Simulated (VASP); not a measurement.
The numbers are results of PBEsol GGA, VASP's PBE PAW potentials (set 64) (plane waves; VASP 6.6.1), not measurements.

The input files of a VASP run:

INCAR:
```
! general
SYSTEM  = Au
PREC    = Accurate
ENCUT   = 400
LREAL   = .FALSE.   ! projection in real space or not
LASPH   = .TRUE.   ! aspherical one-centre terms

! electronic loop
EDIFF   = 1E-6
NELM    = 100   ! most electronic steps
ALGO    = Normal   ! blocked Davidson
LMAXMIX = 6   ! l cut-off of mixed one-centre charges

! smearing
ISMEAR  = 1
SIGMA   = 0.1   ! width (eV)

! functional
GGA     = PS

! ions
IBRION  = 2   ! conjugate gradients
NSW     = 60
ISIF    = 3   ! ions, shape and volume
EDIFFG  = -0.01   ! ionic stop

! output
LWAVE   = .FALSE.
LCHARG  = .FALSE.
```

File POSCAR:
```
Au
1.0
  0.0000000000   2.0360000000   2.0360000000
  2.0360000000   0.0000000000   2.0360000000
  2.0360000000   2.0360000000   0.0000000000
Au
1
Cart
  0.0000000000   0.0000000000   0.0000000000
```

### KPOINTS
```
kpoints
0
Gamma
14 14 14
0 0 0
```

POTCAR, in this order: Au (PBE.64 set). Program: vasp_std.

The resulting files:

File OUTCAR:
```
 ion  position               nearest neighbor table
   1  0.000  0.000  0.000-
  LATTYP: Found a face centered cubic cell.
 ALAT       =     4.0720000000
 Subroutine PRICEL returns:
 Original cell was already a primitive cell.
 Subroutine GETGRP returns: Found 48 space group operations
The static configuration has the point symmetry O_h .
The dynamic configuration has the point symmetry O_h .
 Subroutine INISYM returns: Found 48 space group operations
 Subroutine IBZKPT returns following result:
 Found    104 irreducible k-points:

 Following reciprocal coordinates:
            Coordinates               Weight
  0.000000  0.000000  0.000000      1.000000
  0.071429  0.000000  0.000000      8.000000
  0.142857  0.000000  0.000000      8.000000
  0.214286  0.000000  0.000000      8.000000
  0.285714  0.000000  0.000000      8.000000
  0.357143  0.000000  0.000000      8.000000
  0.428571  0.000000  0.000000      8.000000
  0.500000  0.000000  0.000000      4.000000
  0.071429  0.071429  0.000000      6.000000
  0.142857  0.071429  0.000000     24.000000
...
```

### OSZICAR
```
       N       E                     dE             d eps       ncg     rms          rms(c)
DAV:   1     0.282910998508E+02    0.28291E+02   -0.50544E+03  2320   0.862E+02
DAV:   2    -0.404716371417E+01   -0.32338E+02   -0.30184E+02  1937   0.166E+02
DAV:   3    -0.425836577789E+01   -0.21120E+00   -0.21104E+00  2248   0.139E+01
DAV:   4    -0.425890168093E+01   -0.53590E-03   -0.53589E-03  2133   0.734E-01
DAV:   5    -0.425890510604E+01   -0.34251E-05   -0.34259E-05  2119   0.548E-02    0.991E+00
DAV:   6    -0.394835199072E+01    0.31055E+00   -0.10037E+00  1907   0.972E+00    0.609E+00
DAV:   7    -0.392425512252E+01    0.24097E-01   -0.93643E-02  2006   0.290E+00    0.286E+00
DAV:   8    -0.392120289149E+01    0.30522E-02   -0.19504E-03  1989   0.502E-01    0.282E-01
DAV:   9    -0.392119298419E+01    0.99073E-05   -0.69518E-06  2054   0.301E-02    0.161E-02
DAV:  10    -0.392119657305E+01   -0.35889E-05   -0.10168E-06  1944   0.106E-02    0.179E-03
DAV:  11    -0.392119664331E+01   -0.70254E-07   -0.34431E-08   959   0.192E-03
   1 F= -.39211966E+01 E0= -.39213210E+01  d E =-.392120E+01
       N       E                     dE             d eps       ncg     rms          rms(c)
DAV:   1    -0.395968948047E+01   -0.38493E-01   -0.83139E-01  1909   0.102E+01    0.118E+00
DAV:   2    -0.392213270180E+01    0.37557E-01   -0.12595E-01  1883   0.344E+00    0.524E-01
DAV:   3    -0.392037138623E+01    0.17613E-02   -0.81213E-03  1931   0.833E-01    0.375E-01
DAV:   4    -0.392034498127E+01    0.26405E-04   -0.25116E-04  2004   0.128E-01    0.191E-02
DAV:   5    -0.392034627522E+01   -0.12939E-05   -0.79089E-06  2168   0.232E-02    0.210E-03
DAV:   6    -0.392034623713E+01    0.38093E-07   -0.24000E-07  1079   0.474E-03
   2 F= -.39203462E+01 E0= -.39204920E+01  d E =0.850406E-03
       N       E                     dE             d eps       ncg     rms          rms(c)
DAV:   1    -0.393790320191E+01   -0.17557E-01   -0.34211E-01  1909   0.654E+00    0.761E-01
DAV:   2    -0.392227011784E+01    0.15633E-01   -0.52986E-02  1885   0.222E+00    0.303E-01
DAV:   3    -0.392158213087E+01    0.68799E-03   -0.32905E-03  1930   0.529E-01    0.217E-01
DAV:   4    -0.392159352394E+01   -0.11393E-04   -0.12552E-04  2007   0.888E-02    0.129E-02
DAV:   5    -0.392159310699E+01    0.41695E-06   -0.17302E-06  1915   0.144E-02
   3 F= -.39215931E+01 E0= -.39217240E+01  d E =-.396464E-03
```

OUTCAR:
```
------------------------ aborting loop because EDIFF is reached ----------------------------------------
  FORCE on cell =-STRESS in cart. coord.  units (eV):
  Direction    XX          YY          ZZ          XY          YZ          ZX
  --------------------------------------------------------------------------------------
  Total       -0.0028707     -0.0028707     -0.0028707     -0.0000000     -0.0000000      0.0000000
  in kB       -0.2707333     -0.2707333     -0.2707333     -0.0000000     -0.0000000      0.0000000
  external PRESSURE =      -0.2707333 kB  Pullay stress =       0.0000000 kB
  volume of cell :       16.99
      direct lattice vectors                 reciprocal lattice vectors
    -0.000000000  2.040372749  2.040372749    -0.245053263  0.245053263  0.245053263
     2.040372749 -0.000000000  2.040372749     0.245053263 -0.245053263  0.245053263
     2.040372749  2.040372749 -0.000000000     0.245053263  0.245053263 -0.245053263
 POSITION                                       TOTAL-FORCE (eV/Angst)
 -----------------------------------------------------------------------------------
      0.00000      0.00000      0.00000         0.000000      0.000000     -0.000000
 -----------------------------------------------------------------------------------
    total drift:                               -0.000000     -0.000000     -0.000000
  FREE ENERGIE OF THE ION-ELECTRON SYSTEM (eV)
  ---------------------------------------------------
  free  energy   TOTEN  =        -3.9215931070 eV

  energy  without entropy=       -3.9219858316  energy(sigma->0) =       -3.92172402

 reached required accuracy - stopping structural energy minimisation
```
(Selected blocks of OUTCAR.)

**CONTCAR**
```
Au
   1.00000000000000
    -0.0000000000000000    2.0403727489959751    2.0403727489959751
     2.0403727489959751   -0.0000000000000000    2.0403727489959751
     2.0403727489959751    2.0403727489959751   -0.0000000000000000
  Au
     1
Direct
     0.0000000000000000    0.0000000000000000    0.0000000000000000
```

The structure comes from a measured Au entry (Fm-3m) of the Crystallography Open Database, whose conditions weren't checked. This run relaxes it. Symmetry was kept, so distortions that lower it aren't found.
